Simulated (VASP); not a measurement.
All values below come from r2SCAN meta-GGA, VASP's PBE PAW potentials (set 64) (plane waves; VASP 6.6.1).

VASP ran on this input.

File KPOINTS:
```
Automatic mesh
0
Gamma
15 15 15
0 0 0
```

File POSCAR:
```
W
1.0
 -1.5863189768   1.5863189768   1.5863189768
  1.5863189768  -1.5863189768   1.5863189768
  1.5863189768   1.5863189768  -1.5863189768
W
1
Cartesian
  0.0000000000   0.0000000000   0.0000000000
```

**INCAR**
```
! general
SYSTEM =W
PREC   =Accurate
ENCUT  =400
LREAL  =.FALSE.
LASPH  =.TRUE.   ! aspherical one-centre terms

! electronic loop
EDIFF  =1E-8
NELM   =100
ALGO   =Normal
LMAXMIX=6   ! l cut-off of mixed one-centre charges
LMIXTAU=.TRUE.

! smearing
ISMEAR =1   ! Methfessel-Paxton
SIGMA  =0.1   ! width (eV)

! functional
METAGGA=R2SCAN

! ions
IBRION =1
NSW    =30
ISIF   =2   ! forces and stress, cell fixed
EDIFFG =-0.001   ! ionic stop

! output
LWAVE  =.FALSE.
LCHARG =.FALSE.
```

POTCAR, in this order: W_sv (PBE.64 set). Program: vasp_std.

The run wrote:

### OSZICAR
```
       N       E                     dE             d eps       ncg     rms          rms(c)
DAV:   1     0.239067403986E+02    0.23907E+02   -0.70608E+03  2664   0.125E+03
DAV:   2    -0.542549717462E+02   -0.78162E+02   -0.75284E+02  2856   0.302E+02
DAV:   3    -0.556235554597E+02   -0.13686E+01   -0.13540E+01  3007   0.406E+01
DAV:   4    -0.556312271542E+02   -0.76717E-02   -0.76710E-02  2838   0.317E+00
DAV:   5    -0.556312862521E+02   -0.59098E-04   -0.59099E-04  2952   0.289E-01    0.224E+01
DAV:   6    -0.507611884254E+02    0.48701E+01   -0.23271E+00  2748   0.221E+01    0.451E+00
DAV:   7    -0.514936568624E+02   -0.73247E+00   -0.17268E-01  2661   0.518E+00    0.278E+00
DAV:   8    -0.508547932312E+02    0.63886E+00   -0.48337E-01  2688   0.908E+00    0.318E+00
DAV:   9    -0.513071620840E+02   -0.45237E+00   -0.11525E-01  2799   0.355E+00    0.138E+00
DAV:  10    -0.513509389752E+02   -0.43777E-01   -0.13539E-02  2658   0.146E+00    0.632E-01
DAV:  11    -0.513524949237E+02   -0.15559E-02   -0.30153E-03  2838   0.725E-01    0.996E-02
DAV:  12    -0.513525671196E+02   -0.72196E-04   -0.15804E-04  2721   0.174E-01    0.616E-02
DAV:  13    -0.513525478669E+02    0.19253E-04   -0.62915E-05  2811   0.118E-01    0.385E-02
DAV:  14    -0.513525381235E+02    0.97434E-05   -0.12685E-05  2766   0.465E-02    0.217E-02
DAV:  15    -0.513525358689E+02    0.22546E-05   -0.98930E-06  2862   0.446E-02    0.695E-03
DAV:  16    -0.513525339679E+02    0.19010E-05   -0.16153E-06  2874   0.140E-02    0.240E-03
DAV:  17    -0.513525342935E+02   -0.32566E-06   -0.41771E-07  2823   0.894E-03    0.690E-04
DAV:  18    -0.513525347240E+02   -0.43050E-06   -0.17108E-08  2781   0.142E-03    0.391E-04
DAV:  19    -0.513525346943E+02    0.29681E-07   -0.36037E-09  1374   0.801E-04    0.556E-05
DAV:  20    -0.513525348749E+02   -0.18058E-06   -0.86457E-10  1362   0.443E-04    0.160E-05
DAV:  21    -0.513525348597E+02    0.15198E-07   -0.77846E-11  1362   0.122E-04    0.820E-06
DAV:  22    -0.513525348682E+02   -0.84767E-08   -0.10914E-11  1347   0.538E-05
   1 F= -.51352535E+02 E0= -.51352562E+02  d E =-.513525E+02
```

### OUTCAR
```
------------------------ aborting loop because EDIFF is reached ----------------------------------------
  FORCE on cell =-STRESS in cart. coord.  units (eV):
  Direction    XX          YY          ZZ          XY          YZ          ZX
  --------------------------------------------------------------------------------------
  Total       -0.0048287     -0.0048287     -0.0048287      0.0000000      0.0000000      0.0000000
  in kB       -0.4845190     -0.4845190     -0.4845190      0.0000000      0.0000000      0.0000000
  external PRESSURE =      -0.4845190 kB  Pullay stress =       0.0000000 kB
  volume of cell :       15.97
      direct lattice vectors                 reciprocal lattice vectors
    -1.586318977  1.586318977  1.586318977     0.000000000  0.315195120  0.315195120
     1.586318977 -1.586318977  1.586318977     0.315195120  0.000000000  0.315195120
     1.586318977  1.586318977 -1.586318977     0.315195120  0.315195120  0.000000000
 POSITION                                       TOTAL-FORCE (eV/Angst)
 -----------------------------------------------------------------------------------
      0.00000      0.00000      0.00000        -0.000000      0.000000     -0.000000
 -----------------------------------------------------------------------------------
    total drift:                                0.000000     -0.000000      0.000000
  FREE ENERGIE OF THE ION-ELECTRON SYSTEM (eV)
  ---------------------------------------------------
  free  energy   TOTEN  =       -51.3525348682 eV

  energy  without entropy=      -51.3526163038  energy(sigma->0) =      -51.35256201

 reached required accuracy - stopping structural energy minimisation
```
(Selected blocks of OUTCAR.)

The compound is W in the bcc structure. It was relaxed first. The start is the result of an earlier pass.
